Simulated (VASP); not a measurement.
Input:

```
LiCl
1.0
    0.00000     2.53008     2.53008
    2.53008     0.00000     2.53008
    2.53008     2.53008     0.00000
Li Cl
1 1
Direct
  0.00000   0.00000   0.00000
  0.50000   0.50000   0.50000
```

The numbers are results of r2SCAN+rVV10, VASP's PBE PAW potentials (set 64) (plane waves; VASP), not measurements. Run with 520 eV cut-off, 8×8×8 Γ-centred mesh, Gaussian smearing of 0.050 eV, potentials Li_sv Cl.

Question: What does the run give for the energy per atom (σ→0), band gap (on the k-mesh) with the smallest direct gap where there is one?

Answer: 
band gap (on the k-mesh): 7.50 eV
smallest direct gap (on the k-mesh): 7.50 eV
energy per atom (σ→0): -6.159 eV/atom

The absolute energy has meaning only against runs of the same code, potentials and settings.

The compound is LiCl in the rock salt structure. It was relaxed first. The start is the result of an earlier pass.
